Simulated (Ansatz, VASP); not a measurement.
**LiTiH6O2F6 in VASP and in Ansatz**

INCAR

```
SYSTEM = LiTiH6O2F6
PREC = Accurate
ENCUT = 520
EDIFF = 1E-8
ISMEAR = -1
SIGMA = 0.02
LREAL = Auto
LASPH = .TRUE.
NELM = 150
ALGO = Normal
ISIF = 2
LWAVE = .FALSE.
LCHARG = .FALSE.
ISPIN = 2
MAGMOM = 0 1 0 0 0 0 0 0 0 0 0 0 0 0 0 0
LORBIT = 11
LMAXMIX = 4
GGA = PE
LEFG = .TRUE.
NBANDS = 56
```

The input KPOINTS:

```
regular mesh
0
G
  5 5 4
  0 0 0
```

Contents of POSCAR:

```
LiTiH6O2F6
1.0
    6.1359104610      0.0000000000      0.0000000000
   -3.0679552305      5.3138543346      0.0000000000
    0.0000000000      0.0000000000      5.6151890000
Li Ti H O F
1 1 6 2 6
Direct
    0.0000000000      0.0000000000      0.5000000000
    0.0000000000      0.0000000000      0.0000000000
    0.1859310000      0.4931480000      0.2760630000
    0.5068520000      0.6927830000      0.2760630000
    0.4931480000      0.1859310000      0.7239370000
    0.3072170000      0.8140690000      0.2760630000
    0.6927830000      0.5068520000      0.7239370000
    0.8140690000      0.3072170000      0.7239370000
    0.3333333333      0.6666666667      0.3229850000
    0.6666666667      0.3333333333      0.6770150000
    0.2501020000      0.0118600000      0.2341360000
    0.9881400000      0.2382420000      0.2341360000
    0.0118600000      0.2501020000      0.7658640000
    0.7617580000      0.7498980000      0.2341360000
    0.2382420000      0.9881400000      0.7658640000
    0.7498980000      0.7617580000      0.7658640000
```

Input for Ansatz:

```yaml
crystal:
  lattice:
    - [6.135910461, 0.0, 0.0]
    - [-3.0679552305, 5.3138543346, 0.0]
    - [0.0, 0.0, 5.615189]
  atoms:
    - { symbol: Li, position: [0.0, 0.0, 0.5] }
    - { symbol: Ti, position: [0.0, 0.0, 0.0], spin: 1.0 }
    - { symbol: H, position: [0.185931, 0.493148, 0.276063] }
    - { symbol: H, position: [0.506852, 0.692783, 0.276063] }
    - { symbol: H, position: [0.493148, 0.185931, 0.723937] }
    - { symbol: H, position: [0.307217, 0.814069, 0.276063] }
    - { symbol: H, position: [0.692783, 0.506852, 0.723937] }
    - { symbol: H, position: [0.814069, 0.307217, 0.723937] }
    - { symbol: O, position: [0.3333333333, 0.6666666667, 0.322985] }
    - { symbol: O, position: [0.6666666667, 0.3333333333, 0.677015] }
    - { symbol: F, position: [0.250102, 0.01186, 0.234136] }
    - { symbol: F, position: [0.98814, 0.238242, 0.234136] }
    - { symbol: F, position: [0.01186, 0.250102, 0.765864] }
    - { symbol: F, position: [0.761758, 0.749898, 0.234136] }
    - { symbol: F, position: [0.238242, 0.98814, 0.765864] }
    - { symbol: F, position: [0.749898, 0.761758, 0.765864] }
magnetization:
  spin_polarized: true
kpoints:
  mp_grid: { grid: [5, 5, 4] }
scf:
  occupations: { method: fermi_dirac, width: 0.02 }
hamiltonian:
  xc: pbe
  pseudopotentials: { kind: paw }
output:
  forces: true
  stress: true
  populations: true
  efg:
    quadrupole_moments_barn: { Li: -0.0401, Ti: 0.247, H: 0.00285783, O: -0.02558 }
    contact_densities: true
```

The cell comes from a database or a generator and needn't be the stable form of this composition.

Alike in both runs: task electric field gradients; functional PBE; k mesh 5 × 5 × 4; occupations fermi-dirac, width 0.02 eV; collinear spin.

|  | VASP | Ansatz |
| --- | --- | --- |
| version | VASP 6.6.1 | Ansatz 0.2.0 |
| potentials or method | VASP PAW PBE potentials, release 64 (Li_sv, Ti_sv, H, O, F) | plane-wave PAW, scalar-relativistic |
| plane-wave cutoff (eV) | 520 | 420 |
| valence electrons in the cell | 75 | 75 |

```csv
,VASP,Ansatz,Ansatz less VASP
rms of the force components (eV/Å),0.021,0.045,+0.0248
net moment per atom (μB),0.06,0.06,0.000
size of the moment on the site where the two differ most (μB),0.88,0.70,-0.179
Vzz of the field gradient on the site that differs most (V/Å²),-136.1,-156.5,-20.44
```

Site moments also hang on the region over which each program counts them. Atom by atom the forces differ by 0.029 eV/Å (rms over components). With one functional, cell and mesh, what is left measures potentials, basis and numerics.
